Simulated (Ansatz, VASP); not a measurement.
# SF6 in two plane-wave programs, part 2 of 2

Aim: how closely do two programs agree when they are given the same cell, functional and k mesh? The cell is taken from a series of runs on this material, whose earlier steps may have relaxed, scaled, displaced or heated it; both programs get it as it stands.

VASP 6.6.1 and Ansatz 0.2.0.

So far: Starting point; Ansatz: dielectric response, LDA.

**3. VASP: dielectric response, LDA**

Level of this step: LDA; plane waves and PAW (S, F) (VASP).

The same cell, functional (in two slightly different forms) and mesh now go to VASP, with its own data sets.

Lines of VASP's logs that name or quote its potential files are left out, and so is its time.

File INCAR:

```
SYSTEM = SF6
PREC = Accurate
ENCUT = 520
EDIFF = 1E-08
NELM = 120
ISMEAR = 0
SIGMA = 0.01
LREAL = .FALSE.
ALGO = Normal
GGA = CA
NBANDS = 31
LORBIT = 11
LWAVE = .FALSE.
LCHARG = .FALSE.
ISIF = 2
LEPSILON = .TRUE.
LASPH = .TRUE.
GGA_COMPAT = .FALSE.
KPAR = 2
```

File POSCAR:

```
SF6
1.0
   -2.8735047362      2.8735047362      2.8735047362
    2.8735047362     -2.8735047362      2.8735047362
    2.8735047362      2.8735047362     -2.8735047362
S F
1 6
Direct
    0.0000000000      0.0000000000      0.0000000000
    0.7256272100      0.7256272100      0.0000000000
    0.2743727900      0.2743727900      0.0000000000
    0.0000000000      0.2743727900      0.2743727900
    0.0000000000      0.7256272100      0.7256272100
    0.7256272100      0.0000000000      0.7256272100
    0.2743727900      0.0000000000      0.2743727900
```

File KPOINTS:

```
Automatic mesh
0
Gamma
6 6 6
0 0 0
```

PAW data sets: S and F (LDA family, release 64).

Run with:

```bash
$ mpirun -np 2 vasp_std
```

Numbers of over 12 decimals in the logs are rounded to 6 here.

Log:

```text
[banner, memory and clock lines left out]
running    2 mpi-ranks, on    1 nodes
 distrk:  each k-point on    1 cores,    2 groups
 distr:  one band on    1 cores,    1 groups

 POSCAR found type information on POSCAR S F
 POSCAR found :  2 types and       7 ions
 LDA part: xc-table for (Slater(with rela. corr.)+CA(PZ))
 , standard interpolation
 POSCAR, INCAR and KPOINTS ok, starting setup
 FFT: planning ... GRIDC
 FFT: planning ... GRID_SOFT
 FFT: planning ... GRID
 WAVECAR not read
 entering main loop
       N       E                     dE             d eps       ncg     rms          rms(c)
DAV:   1     0.338864816766E+03    0.33886E+03   -0.28007E+04  1000   0.147E+03
DAV:   2    -0.186463455338E+02   -0.35751E+03   -0.34985E+03  1275   0.355E+02
DAV:   3    -0.355576645704E+02   -0.16911E+02   -0.16846E+02  1216   0.801E+01
DAV:   4    -0.357199564979E+02   -0.16229E+00   -0.16213E+00  1167   0.883E+00
DAV:   5    -0.357217771739E+02   -0.18207E-02   -0.18200E-02  1153   0.941E-01    0.375E+01
DAV:   6    -0.313516169522E+02    0.43702E+01   -0.11139E+01  1167   0.238E+01    0.160E+01
DAV:   7    -0.312610619759E+02    0.90555E-01   -0.12204E+00  1174   0.675E+00    0.836E+00
DAV:   8    -0.312345561222E+02    0.26506E-01   -0.62051E-02  1153   0.201E+00    0.794E-01
DAV:   9    -0.312332204885E+02    0.13356E-02   -0.75002E-03  1153   0.581E-01    0.499E-01
DAV:  10    -0.312330382544E+02    0.18223E-03   -0.29097E-04  1167   0.145E-01    0.130E-01
DAV:  11    -0.312330351202E+02    0.31343E-05   -0.11109E-04  1139   0.632E-02    0.344E-02
DAV:  12    -0.312330347488E+02    0.37142E-06   -0.25905E-06  1202   0.139E-02    0.593E-03
DAV:  13    -0.312330350684E+02   -0.31968E-06   -0.67966E-07  1146   0.560E-03    0.688E-03
DAV:  14    -0.312330350236E+02    0.44820E-07   -0.71600E-08  1153   0.208E-03    0.995E-04
DAV:  15    -0.312330350266E+02   -0.29349E-08   -0.15213E-08   847   0.805E-04
   1 F= -.31233035E+02 E0= -.31233035E+02  d E =-.315529E-91
 Linear response reoptimize wavefunctions to high precision
DAV:   1    -0.312330350254E+02    0.11914E-08   -0.17290E-09   776   0.322E-04
DAV:   2    -0.312330350253E+02    0.47294E-10   -0.16925E-10   664   0.929E-05
 Linear response G [H, r] |phi>, progress :
  Direction:   1
       N       E                     dE             d eps       ncg     rms
RMM:   1    -0.180961103412E+03   -0.18096E+03    0.16629E+02  2198   0.111E+02
RMM:   2    -0.168054769730E+03    0.12906E+02   -0.13278E+01  1616   0.216E+01
RMM:   3    -0.168128926828E+03   -0.74157E-01   -0.19138E-01  1676   0.230E+00
RMM:   4    -0.168130832640E+03   -0.19058E-02   -0.37058E-03  1746   0.315E-01
RMM:   5    -0.168130868816E+03   -0.36176E-04   -0.12659E-04  1781   0.511E-02
RMM:   6    -0.168130881937E+03   -0.13121E-04   -0.13558E-04  1795   0.969E-03
RMM:   7    -0.168130870106E+03    0.11831E-04   -0.34656E-05  1783   0.332E-03
RMM:   8    -0.168130872693E+03   -0.25875E-05   -0.42116E-05  1638   0.216E-03
RMM:   9    -0.168130869970E+03    0.27239E-05    0.55854E-05  1353   0.200E-03
RMM:  10    -0.168130873685E+03   -0.37158E-05    0.27406E-05  1207   0.197E-03
RMM:  11    -0.168130869773E+03    0.39129E-05    0.60583E-05  1226   0.197E-03
 Linear response G [H, r] |phi>, progress :
  Direction:   2
       N       E                     dE             d eps       ncg     rms
RMM:   1    -0.182292914399E+03   -0.18229E+03    0.15341E+02  2238   0.112E+02
RMM:   2    -0.168141358558E+03    0.14152E+02   -0.14352E+01  1633   0.228E+01
RMM:   3    -0.168228130101E+03   -0.86772E-01   -0.22190E-01  1692   0.249E+00
RMM:   4    -0.168230612617E+03   -0.24825E-02   -0.45175E-03  1758   0.339E-01
RMM:   5    -0.168230656318E+03   -0.43701E-04   -0.17881E-04  1790   0.571E-02
RMM:   6    -0.168230668665E+03   -0.12348E-04   -0.14516E-04  1810   0.113E-02
RMM:   7    -0.168230656735E+03    0.11930E-04   -0.52020E-05  1791   0.422E-03
RMM:   8    -0.168230657011E+03   -0.27593E-06    0.12300E-04  1663   0.291E-03
RMM:   9    -0.168230658314E+03   -0.13025E-05    0.12632E-04  1390   0.271E-03
RMM:  10    -0.168230658953E+03   -0.63943E-06    0.13778E-04  1216   0.268E-03
RMM:  11    -0.168230656482E+03    0.24713E-05    0.15062E-04  1223   0.267E-03
 Linear response G [H, r] |phi>, progress :
  Direction:   3
       N       E                     dE             d eps       ncg     rms
RMM:   1    -0.181797762827E+03   -0.18180E+03    0.16025E+02  2216   0.111E+02
RMM:   2    -0.168129362496E+03    0.13668E+02   -0.14071E+01  1627   0.222E+01
RMM:   3    -0.168208402335E+03   -0.79040E-01   -0.21219E-01  1676   0.239E+00
RMM:   4    -0.168210666865E+03   -0.22645E-02   -0.41281E-03  1743   0.322E-01
RMM:   5    -0.168210706672E+03   -0.39806E-04   -0.15641E-04  1774   0.533E-02
RMM:   6    -0.168210706261E+03    0.41093E-06   -0.58165E-06  1805   0.105E-02
RMM:   7    -0.168210706216E+03    0.44449E-07   -0.30744E-06  1818   0.410E-03
RMM:   8    -0.168210706332E+03   -0.11583E-06    0.16814E-05  1681   0.298E-03
RMM:   9    -0.168210706187E+03    0.14500E-06   -0.47631E-06  1444   0.281E-03
RMM:  10    -0.168210706307E+03   -0.12000E-06   -0.10030E-05  1303   0.279E-03
RMM:  11    -0.168210706095E+03    0.21237E-06   -0.20199E-06  1309   0.278E-03
 Linear response to external field (no local field effect), progress :
  Direction:   1
[...]
RMM:   5    -0.268640875857E+00   -0.27134E-07   -0.63480E-08  1660   0.989E-04
RMM:   6    -0.268640876605E+00   -0.74801E-09   -0.12389E-08  1369   0.212E-04
 change of polarisation eV/A/(eV/A) component  1 :     0.537     0.002    -0.005
 dielectric tensor                  component  1 :     2.024     0.004    -0.010
 Linear response to external field (no local field effect), progress :
  Direction:   2
       N       E                     dE             d eps       ncg     rms          rms(c)
RMM:   1    -0.268362844283E+00   -0.26836E+00   -0.66983E-01  1946   0.275E+00
RMM:   2    -0.269390293476E+00   -0.10274E-02   -0.81794E-03  1601   0.502E-01
RMM:   3    -0.269438118381E+00   -0.47825E-04   -0.10202E-04  1673   0.508E-02
RMM:   4    -0.269439328687E+00   -0.12103E-05   -0.20202E-06  1706   0.694E-03
RMM:   5    -0.269439357763E+00   -0.29076E-07   -0.75887E-08  1704   0.111E-03
RMM:   6    -0.269439358613E+00   -0.85008E-09   -0.21956E-08  1434   0.250E-04
 change of polarisation eV/A/(eV/A) component  2 :     0.002     0.539    -0.011
 dielectric tensor                  component  2 :     0.004     2.027    -0.022
 Linear response to external field (no local field effect), progress :
  Direction:   3
       N       E                     dE             d eps       ncg     rms          rms(c)
RMM:   1    -0.267945296819E+00   -0.26795E+00   -0.67085E-01  1911   0.270E+00
RMM:   2    -0.268032680712E+00   -0.87384E-04   -0.80600E-03  1608   0.484E-01
RMM:   3    -0.268079216725E+00   -0.46536E-04   -0.96258E-05  1677   0.480E-02
RMM:   4    -0.268080320516E+00   -0.11038E-05   -0.18410E-06  1698   0.653E-03
RMM:   5    -0.268080345731E+00   -0.25214E-07   -0.65760E-08  1673   0.101E-03
RMM:   6    -0.268080346448E+00   -0.71760E-09   -0.17988E-08  1370   0.230E-04
 change of polarisation eV/A/(eV/A) component  3 :    -0.005    -0.011     0.536
 dielectric tensor                  component  3 :    -0.010    -0.022     2.022
 Linear response to external field, progress :
  Direction:   1
       N       E                     dE             d eps       ncg     rms          rms(c)
RMM:   1    -0.268293383048E+00   -0.26829E+00   -0.67225E-01  3574   0.271E+00
RMM:   2    -0.268672298705E+00   -0.37892E-03   -0.81536E-03  3018   0.486E-01    0.155E+00
RMM:   3    -0.223480875478E+00    0.45191E-01   -0.12663E-01  2963   0.181E+00    0.568E-01
RMM:   4    -0.221414042640E+00    0.20668E-02   -0.56185E-03  2925   0.489E-01    0.290E-01
RMM:   5    -0.226738256932E+00   -0.53242E-02   -0.70293E-03  3040   0.479E-01    0.672E-02
RMM:   6    -0.227517470423E+00   -0.77921E-03   -0.45951E-04  3135   0.102E-01    0.366E-02
RMM:   7    -0.227682564060E+00   -0.16509E-03   -0.96799E-05  3094   0.560E-02    0.498E-03
RMM:   8    -0.227719030423E+00   -0.36466E-04   -0.35403E-06  3143   0.910E-03    0.210E-03
RMM:   9    -0.227719110857E+00   -0.80434E-07   -0.30537E-07  3236   0.262E-03    0.624E-04
RMM:  10    -0.227715182024E+00    0.39288E-05   -0.18438E-08  3227   0.691E-04    0.118E-04
RMM:  11    -0.227716545379E+00   -0.13634E-05   -0.15561E-08  2695   0.192E-04    0.535E-05
RMM:  12    -0.227716415590E+00    0.12979E-06   -0.13227E-09  2290   0.128E-04    0.156E-05
RMM:  13    -0.227716363310E+00    0.52280E-07    0.47870E-09  1340   0.878E-05    0.571E-06
 change of polarisation eV/A/(eV/A) component  1 :     0.425    -0.003    -0.007
 dielectric tensor                  component  1 :     1.810    -0.005    -0.014
 Linear response to external field, progress :
  Direction:   2
       N       E                     dE             d eps       ncg     rms          rms(c)
RMM:   1    -0.268286499748E+00   -0.26829E+00   -0.67218E-01  3571   0.271E+00
RMM:   2    -0.268672188878E+00   -0.38569E-03   -0.81528E-03  3020   0.486E-01    0.155E+00
RMM:   3    -0.223483368729E+00    0.45189E-01   -0.12659E-01  2965   0.181E+00    0.568E-01
RMM:   4    -0.221415013536E+00    0.20684E-02   -0.56283E-03  2937   0.489E-01    0.290E-01
RMM:   5    -0.226737008221E+00   -0.53220E-02   -0.70165E-03  3048   0.478E-01    0.672E-02
RMM:   6    -0.227518720494E+00   -0.78171E-03   -0.45689E-04  3135   0.102E-01    0.365E-02
RMM:   7    -0.227682647507E+00   -0.16393E-03   -0.96005E-05  3103   0.559E-02    0.499E-03
RMM:   8    -0.227719177890E+00   -0.36530E-04   -0.35264E-06  3150   0.904E-03    0.208E-03
RMM:   9    -0.227719267548E+00   -0.89658E-07   -0.27995E-07  3246   0.260E-03    0.619E-04
RMM:  10    -0.227715366001E+00    0.39015E-05   -0.26355E-08  3226   0.691E-04    0.117E-04
RMM:  11    -0.227716716693E+00   -0.13507E-05   -0.86295E-09  2708   0.196E-04    0.528E-05
RMM:  12    -0.227716582075E+00    0.13462E-06   -0.23823E-09  2281   0.130E-04    0.151E-05
RMM:  13    -0.227716524726E+00    0.57349E-07   -0.17100E-08  1360   0.899E-05    0.560E-06
 change of polarisation eV/A/(eV/A) component  2 :    -0.002     0.425    -0.007
 dielectric tensor                  component  2 :    -0.004     1.810    -0.013
 Linear response to external field, progress :
  Direction:   3
       N       E                     dE             d eps       ncg     rms          rms(c)
RMM:   1    -0.268282454869E+00   -0.26828E+00   -0.67214E-01  3566   0.270E+00
RMM:   2    -0.268672331618E+00   -0.38988E-03   -0.80836E-03  3020   0.484E-01    0.155E+00
RMM:   3    -0.223486847159E+00    0.45185E-01   -0.12664E-01  2965   0.181E+00    0.568E-01
RMM:   4    -0.221418716177E+00    0.20681E-02   -0.56694E-03  2926   0.489E-01    0.290E-01
RMM:   5    -0.226738693350E+00   -0.53200E-02   -0.70256E-03  3041   0.479E-01    0.672E-02
RMM:   6    -0.227521083717E+00   -0.78239E-03   -0.45962E-04  3137   0.102E-01    0.366E-02
RMM:   7    -0.227682853824E+00   -0.16177E-03   -0.96659E-05  3105   0.560E-02    0.498E-03
RMM:   8    -0.227718933660E+00   -0.36080E-04   -0.35965E-06  3144   0.914E-03    0.210E-03
RMM:   9    -0.227719225143E+00   -0.29148E-06   -0.29118E-07  3246   0.263E-03    0.626E-04
RMM:  10    -0.227715343552E+00    0.38816E-05   -0.23210E-08  3229   0.696E-04    0.119E-04
RMM:  11    -0.227716707544E+00   -0.13640E-05   -0.16605E-08  2707   0.194E-04    0.538E-05
RMM:  12    -0.227716565165E+00    0.14238E-06   -0.15090E-08  2304   0.130E-04    0.154E-05
RMM:  13    -0.227716515593E+00    0.49573E-07   -0.14474E-09  1351   0.889E-05    0.499E-06
 change of polarisation eV/A/(eV/A) component  3 :    -0.005    -0.006     0.425
 dielectric tensor                  component  3 :    -0.009    -0.011     1.810
 Born effective charges drift removed
```

Parts of OUTCAR (step 3):

```text
ion  position               nearest neighbor table
   1  0.000  0.000  0.000-   2 1.58   3 1.58   4 1.58   5 1.58   6 1.58   7 1.58
   2  0.726  0.726  0.000-   1 1.58
   3  0.274  0.274  0.000-   1 1.58
   4  0.000  0.274  0.274-   1 1.58
   5  0.000  0.726  0.726-   1 1.58
   6  0.726  0.000  0.726-   1 1.58
   7  0.274  0.000  0.274-   1 1.58

  LATTYP: Found a body centered cubic cell.
 ALAT       =     5.7470094724

 Subroutine GETGRP returns: Found 48 space group operations
 (whereof 48 operations were pure point group operations)

The static configuration has the point symmetry O_h .

 Found     16 irreducible k-points:

   k-points           NKPTS =     16   k-points in BZ     NKDIM =     16   number of bands    NBANDS=     31

   dimension x,y,z NGX =    40 NGY =   40 NGZ =   40
   dimension x,y,z NGXF=    80 NGYF=   80 NGZF=   80

   ENCUT  =  520.0 eV  38.22 Ry    6.18 a.u.   9.25  9.25  9.25*2*pi/ulx,y,z

   NELECT =      48.0000    total number of electrons

 k-points in reciprocal lattice and weights: Automatic mesh
   0.00000000  0.00000000  0.00000000       0.005
   0.16666667  0.00000000  0.00000000       0.056
   0.33333333  0.00000000  0.00000000       0.056
   0.50000000  0.00000000  0.00000000       0.028
   0.16666667  0.16666667  0.00000000       0.111
   0.33333333  0.16666667  0.00000000       0.222
   0.33333333  0.33333333  0.00000000       0.037
   0.16666667  0.16666667  0.16666667       0.037
   0.33333333  0.16666667  0.16666667       0.056
[...]
0.50000000  0.50000000  0.33333333       0.056
   0.50000000  0.50000000  0.50000000       0.005

 average (electrostatic) potential at core
       1 -99.0512       2 -80.8907       3 -80.8907       4 -80.8907       5 -80.8907
       6 -80.8907       7 -80.8907

  Total       -1.1100490     -1.1100490     -1.1100490      0.0000000     -0.0000000      0.0000000
  in kB      -18.7394560    -18.7394560    -18.7394560      0.0000000     -0.0000000      0.0000000
  external PRESSURE =     -18.7394560 kB  Pullay stress =       0.0000000 kB

  energy-cutoff  :      520.00
  volume of cell :       94.91
      direct lattice vectors                 reciprocal lattice vectors
    -2.873504736  2.873504736  2.873504736     0.000000000  0.174003541  0.174003541
     2.873504736 -2.873504736  2.873504736     0.174003541  0.000000000  0.174003541
     2.873504736  2.873504736 -2.873504736     0.174003541  0.174003541  0.000000000

 POSITION                                       TOTAL-FORCE (eV/Angst)
 -----------------------------------------------------------------------------------
      0.00000      0.00000      0.00000         0.000000      0.000000      0.000000
      0.00000      0.00000      4.17019         0.000000      0.000000      0.174404
      0.00000      0.00000      1.57682         0.000000     -0.000000     -0.174404
      1.57682      0.00000      0.00000        -0.174404      0.000000      0.000000
      4.17019      0.00000      0.00000         0.174404      0.000000      0.000000
      0.00000      4.17019      0.00000         0.000000      0.174404      0.000000
      0.00000      1.57682      0.00000         0.000000     -0.174404      0.000000
 -----------------------------------------------------------------------------------
    total drift:                                0.000000      0.000000     -0.000000

 MACROSCOPIC STATIC DIELECTRIC TENSOR (including local field effects in DFT)
 ------------------------------------------------------
           1.809631    -0.000000    -0.000000
           0.000000     1.809631    -0.000000
           0.000000     0.000000     1.809631
 ------------------------------------------------------

 PIEZOELECTRIC TENSOR (including local field effects)  for field in x, y, z        (C/m^2)
          XX          YY          ZZ          XY          YZ          ZX
  --------------------------------------------------------------------------------
  x     0.00000     0.00000     0.00000     0.00000     0.00000     0.00000
  y     0.00000     0.00000     0.00000     0.00000     0.00000     0.00000
  z     0.00000     0.00000     0.00000     0.00000     0.00000     0.00000

 BORN EFFECTIVE CHARGES (including local field effects) (in |e|, cummulative output)
 ---------------------------------------------------------------------------------
 ion    1
    1     3.91369     0.00000    -0.00000
    2    -0.00000     3.91369     0.00000
    3    -0.00000     0.00000     3.91369
 ion    2
    1    -0.45709    -0.00000     0.00000
    2    -0.00000    -0.45709     0.00000
    3     0.00000    -0.00000    -1.04266
 ion    3
    1    -0.45709     0.00000     0.00000
    2     0.00000    -0.45709     0.00000
    3     0.00000    -0.00000    -1.04266
 ion    4
    1    -1.04266     0.00000     0.00000
    2    -0.00000    -0.45709    -0.00000
    3     0.00000     0.00000    -0.45709
 ion    5
    1    -1.04266     0.00000     0.00000
    2    -0.00000    -0.45709     0.00000
    3     0.00000     0.00000    -0.45709
 ion    6
    1    -0.45709     0.00000     0.00000
    2    -0.00000    -1.04266    -0.00000
    3     0.00000     0.00000    -0.45709
 ion    7
    1    -0.45709     0.00000    -0.00000
    2    -0.00000    -1.04266    -0.00000
    3    -0.00000     0.00000    -0.45709
```

**4. Comparison**

Known differences besides the potentials themselves: the two LDA forms differ slightly; fixed occupations in Ansatz, narrow Gaussian smearing in VASP; the cutoff is 420 eV in Ansatz and 520 eV in VASP; VASP's log shows a relativistic correction to its local exchange, Ansatz's none. Total energies have different zeros and are not compared.

The two programs side by side:

```csv
quantity,Ansatz,VASP,difference
ε∞ xx,1.81,1.81,+0.24 %
ε∞ yy,1.81,1.81,+0.24 %
ε∞ zz,1.81,1.81,+0.24 %
```

**5. What came out**

```
difference in ε∞ xx (dielectric response, LDA) : 0.24 %
```

What this shows: The difference in ε∞ xx is 0.24 % (dielectric response, LDA), within the 5 % picked in this series as the mark of a large difference. Such differences can come from data sets, numerical settings and the points named under the comparisons, not from the functional's error against experiment.

[Lines on the potential files, build, host, timing and source positions are cut from VASP's logs without a mark.]

[Logs are printed without paths, hosts, clocks, repeated set-up lines and the standing remarks that a program may print on its own settings, such as how far it seeks lower states.]

[Hosts, paths, dates, database ids (printed as entryN), source tags and the programs' standing remarks are cut or masked in the printed files.]
